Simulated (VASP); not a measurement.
All values below come from optB86b-vdW, VASP's PBE PAW potentials (set 64) (plane waves; VASP).

Input for VASP

File POSCAR:
```
FeAl
1
    2.8545295741     0.0000000000     0.0000000000
    0.0000000000     2.8545295741     0.0000000000
   -0.0000000000     0.0000000000     2.8545295741
Al Fe
1 1
Direct
  0.5000000000   0.5000000000   0.5000000000
  0.0000000000   0.0000000000   0.0000000000
```

### KPOINTS
```
Automatic mesh
0
G
12 12 12
0 0 0
```

**INCAR**
```
# general
SYSTEM   = FeAl
PREC     = Accurate
ENCUT    = 520
LREAL    = .FALSE.   # projection in real space or not
LASPH    = .TRUE.   # aspherical one-centre terms

# electronic loop
EDIFF    = 1E-6   # SCF stop (eV)
NELM     = 100
ALGO     = Normal   # blocked Davidson
LMAXMIX  = 4   # l cut-off of mixed one-centre charges

# smearing
ISMEAR   = 1
SIGMA    = 0.1   # width (eV)

# functional
GGA      = MK
LUSE_VDW = .TRUE.
AGGAC    = 0.0
PARAM1   = 0.1234
PARAM2   = 1.0

# ions
IBRION   = 2   # conjugate gradients
NSW      = 60   # most ionic steps
ISIF     = 3
EDIFFG   = -0.01

# output
LWAVE    = .FALSE.
LCHARG   = .FALSE.
```

POTCAR, in this order: Al Fe (PBE.64 set). Program: vasp_std.

### Question
What will the output report for the number of irreducible k-points (NKPTS), largest plane-wave count, number of space-group operations, FFT grid (NGX, NGY, NGZ)?

### Answer

number of irreducible k-points (NKPTS): 84
largest plane-wave count: 647
number of space-group operations: 48
FFT grid (NGX, NGY, NGZ): 24 × 24 × 24

The compound is FeAl in the CsCl type structure. It was relaxed first, which changed the volume by -6 %. The start is the result of an earlier pass. The run is not spin-polarised, so no magnetic state was tried. The electron count is odd and the run is not spin-polarised, which forces a metal.
